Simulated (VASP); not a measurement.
Computed with vdW-DF-cx, VASP's PBE PAW potentials (set 64) (plane waves; VASP).

VASP ran on this input.

KPOINTS:
```
Automatic mesh
0
Gamma
11 11 11
0 0 0
```

File POSCAR:
```
C
1.0
  0.0000000000   1.7835000000   1.7835000000
  1.7835000000   0.0000000000   1.7835000000
  1.7835000000   1.7835000000   0.0000000000
C
2
Cartesian
  0.0000000000   0.0000000000   0.0000000000
  0.8917500000   0.8917500000   0.8917500000
```

**INCAR**
```
EDIFF  =  1E-6   ! SCF stop (eV)
EDIFFG  =  -0.01   ! ionic stop
ENCUT  =  520
SIGMA  =  0.05
SYSTEM  =  C
LREAL  =  F   ! projection in real space or not
ISIF  =  3
LASPH  =  T   ! aspherical one-centre terms
GGA  =  CX
LUSE_VDW  =  T
ALGO  =  Normal
LWAVE  =  F
PREC  =  Accurate
NELM  =  100   ! most electronic steps
IBRION  =  2
ISMEAR  =  0   ! Gaussian
LCHARG  =  F
AGGAC  =  0.0
NSW  =  60   ! most ionic steps
```

POTCAR, in this order: C (PBE.64 set). Program: vasp_std.

The resulting files:

**OSZICAR**
```
       N       E                     dE             d eps       ncg     rms          rms(c)
DAV:   1    -0.942933248376E+00   -0.94293E+00   -0.49853E+03   936   0.984E+02
DAV:   2    -0.168576078312E+02   -0.15915E+02   -0.15557E+02  1432   0.108E+02
DAV:   3    -0.169507252298E+02   -0.93117E-01   -0.93117E-01   912   0.106E+01
DAV:   4    -0.169508759891E+02   -0.15076E-03   -0.15076E-03  1312   0.447E-01
DAV:   5    -0.169508760210E+02   -0.31976E-07   -0.31976E-07   936   0.490E-03    0.570E+00
DAV:   6    -0.164981038225E+02    0.45277E+00   -0.35166E-01   936   0.462E+00    0.339E+00
DAV:   7    -0.163376738369E+02    0.16043E+00   -0.42509E-01  1056   0.514E+00    0.673E-01
DAV:   8    -0.163383131387E+02   -0.63930E-03   -0.18214E-03   920   0.495E-01    0.307E-02
DAV:   9    -0.163383346069E+02   -0.21468E-04   -0.17399E-05  1304   0.501E-02    0.292E-02
DAV:  10    -0.163383423187E+02   -0.77118E-05   -0.68037E-06   928   0.309E-02    0.608E-03
DAV:  11    -0.163383421777E+02    0.14098E-06   -0.82577E-08   568   0.271E-03
   1 F= -.16338342E+02 E0= -.16338342E+02  d E =-.163383E+02
       N       E                     dE             d eps       ncg     rms          rms(c)
DAV:   1    -0.163383685843E+02   -0.26266E-04   -0.26831E-03  1056   0.537E-01    0.465E-02
DAV:   2    -0.163383399049E+02    0.28679E-04   -0.25754E-05  1000   0.481E-02    0.238E-02
DAV:   3    -0.163383272538E+02    0.12651E-04   -0.25533E-05   976   0.397E-02    0.393E-03
DAV:   4    -0.163383270483E+02    0.20543E-06   -0.49482E-08   512   0.307E-03
   2 F= -.16338327E+02 E0= -.16338327E+02  d E =0.151294E-04
       N       E                     dE             d eps       ncg     rms          rms(c)
DAV:   1    -0.163383802521E+02   -0.52998E-04   -0.82025E-04  1072   0.297E-01    0.259E-02
DAV:   2    -0.163383710449E+02    0.92072E-05   -0.78388E-06   992   0.265E-02    0.132E-02
DAV:   3    -0.163383684544E+02    0.25905E-05   -0.78089E-06   976   0.219E-02    0.217E-03
DAV:   4    -0.163383685475E+02   -0.93090E-07   -0.15202E-08   448   0.170E-03
   3 F= -.16338369E+02 E0= -.16338369E+02  d E =-.263698E-04
```

### OUTCAR
```
------------------------ aborting loop because EDIFF is reached ----------------------------------------
  FORCE on cell =-STRESS in cart. coord.  units (eV):
  Direction    XX          YY          ZZ          XY          YZ          ZX
  --------------------------------------------------------------------------------------
  Total        0.0000836      0.0000836      0.0000836      0.0000000      0.0000000      0.0000000
  in kB        0.0117937      0.0117937      0.0117937      0.0000000      0.0000000      0.0000000
  external PRESSURE =       0.0117937 kB  Pullay stress =       0.0000000 kB
  volume of cell :       11.36
      direct lattice vectors                 reciprocal lattice vectors
    -0.000000000  1.784282905  1.784282905    -0.280224621  0.280224621  0.280224621
     1.784282905  0.000000000  1.784282905     0.280224621 -0.280224621  0.280224621
     1.784282905  1.784282905 -0.000000000     0.280224621  0.280224621 -0.280224621
 POSITION                                       TOTAL-FORCE (eV/Angst)
 -----------------------------------------------------------------------------------
      0.00000      0.00000      0.00000        -0.000000     -0.000000     -0.000000
      0.89214      0.89214      0.89214         0.000000      0.000000      0.000000
 -----------------------------------------------------------------------------------
    total drift:                                0.000000      0.000000      0.000000
  FREE ENERGIE OF THE ION-ELECTRON SYSTEM (eV)
  ---------------------------------------------------
  free  energy   TOTEN  =       -16.3383685475 eV

  energy  without entropy=      -16.3383685475  energy(sigma->0) =      -16.33836855

 reached required accuracy - stopping structural energy minimisation
```
(Selected blocks of OUTCAR.)

CONTCAR:
```
C
   1.00000000000000
    -0.0000000000000000    1.7842829047362343    1.7842829047362343
     1.7842829047362343    0.0000000000000000    1.7842829047362343
     1.7842829047362343    1.7842829047362343   -0.0000000000000000
  C
     2
Direct
     0.0000000000000000    0.0000000000000000    0.0000000000000000
     0.2500000000000000    0.2500000000000000    0.2500000000000000
```

File OUTCAR:
```
 val. band max:        9.7047289514   @ k =   0.0000   0.0000   0.0000

 cond. band min:      13.7903768542   @ k =   0.3636   0.3636   0.0000


 Fermi energy:         9.9284920261

 k-point     1 :       0.0000    0.0000    0.0000
  band No.  band energies     occupation
      1     -11.7567      2.00000
      2       9.7047      2.00000
      3       9.7047      2.00000
      4       9.7047      2.00000
      5      15.2860      0.00000
      6      15.2860      0.00000
      7      15.2861      0.00000
      8      23.0487      0.00000

 k-point     2 :       0.0909    0.0000    0.0000
  band No.  band energies     occupation
      1     -11.5278      2.00000
      2       8.2804      2.00000
      3       9.3276      2.00000
      4       9.3276      2.00000
      5      15.7809      0.00000
      6      15.7809      0.00000
      7      16.1023      0.00000
      8      23.2392      0.00000

 k-point     3 :       0.1818    0.0000    0.0000
  band No.  band energies     occupation
      1     -10.8445      2.00000
      2       5.4428      2.00000
      3       8.5455      2.00000
      4       8.5455      2.00000
      5      16.8006      0.00000
      6      16.8006      0.00000
      7      17.2523      0.00000
      8      23.7769      0.00000

 k-point     4 :       0.2727    0.0000    0.0000
  band No.  band energies     occupation
      1      -9.7193      2.00000
      2       2.3429      2.00000
      3       7.7857      2.00000
      4       7.7857      2.00000
      5      17.6532      0.00000
      6      17.6532      0.00000
      7      17.9841      0.00000
      8      24.4854      0.00000

 k-point     5 :       0.3636    0.0000    0.0000
  band No.  band energies     occupation
      1      -8.1878      2.00000
      2      -0.6201      2.00000
      3       7.2310      2.00000
      4       7.2310      2.00000
      5      18.0471      0.00000
      6      18.0471      0.00000
      7      18.3675      0.00000
...
```

The compound is C in the diamond structure. This run relaxes it. Symmetry was kept, so distortions that lower it aren't found.
